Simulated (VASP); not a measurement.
Computed with LDA (Ceperley-Alder, Perdew-Zunger), VASP's LDA PAW potentials (set 64) (plane waves; VASP 6.6.1).

VASP input:

POSCAR:
```
CsBr
1
    4.3515740000     0.0000000000     0.0000000000
    0.0000000000     6.1540540000     0.0000000000
    0.0000000000     0.0000000000    17.0587000000
Cs Br
2 2
Direct
  0.0000000000   0.9285710000   0.4103480000
  0.0000000000   0.4285710000   0.5896520000
  0.5000000000   0.4285710000   0.4103480000
  0.5000000000   0.9285710000   0.5896520000
```

INCAR:
```
PREC = Accurate
ENCUT = 300   # plane-wave cut-off (eV)
LCHARG = .FALSE.
LMAXMIX = 4
LASPH = .TRUE.   # aspherical one-centre terms
SIGMA = 0.272   # width (eV)
EDIFF = 1E-6   # SCF stop (eV)
ISIF = 2
LREAL = .FALSE.
ALGO = Normal   # blocked Davidson
ISMEAR = 1   # Methfessel-Paxton
NELM = 100   # most electronic steps
SYSTEM = CsBr
LWAVE = .FALSE.
```

KPOINTS:
```
Automatic mesh
0
Gamma
4 3 1
0 0 0
```

POTCAR, in this order: Cs_sv Br (LDA.64 set). Program: vasp_std.

Question: What will the output report for the number of irreducible k-points (NKPTS), largest plane-wave count, number of space-group operations, FFT grid (NGX, NGY, NGZ)?

Answer: 
```yaml
number of irreducible k-points (NKPTS): 6
largest_plane_wave_count: 5418
number_of_space_group_operations: 8
FFT grid (NGX, NGY, NGZ): 28 × 36 × 96
```

The cell is a sheet with vacuum, built from a database entry that may be metastable or hypothetical.
